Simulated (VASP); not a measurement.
Given:

```xyz
2
Lattice="0.0000 2.9365 2.9365 2.9365 0.0000 2.9365 2.9365 2.9365 0.0000" Properties=species:S:1:pos:R:3 pbc="T T T"
Eu     0.0000     0.0000     0.0000
S      2.9365     2.9365     2.9365
```

Level of theory: PW91 GGA, VASP's PBE PAW potentials (set 64) (plane waves; VASP). Numerical set-up: 520 eV cut-off, 7×7×7 Γ-centred mesh, Gaussian smearing of 0.050 eV, potentials Eu_2 S.

The 4f electrons are frozen in the core of the lanthanide potential, so 4f levels, which can set the real gap, and their magnetism are missing.

Q: Estimate the energy per atom (σ→0).

A: 
| Item | Result |
|---|---|
| energy per atom (σ→0) | -5.372 eV/atom |

The compound is EuS in the rock salt structure. It was relaxed first. The start is the result of an earlier pass.
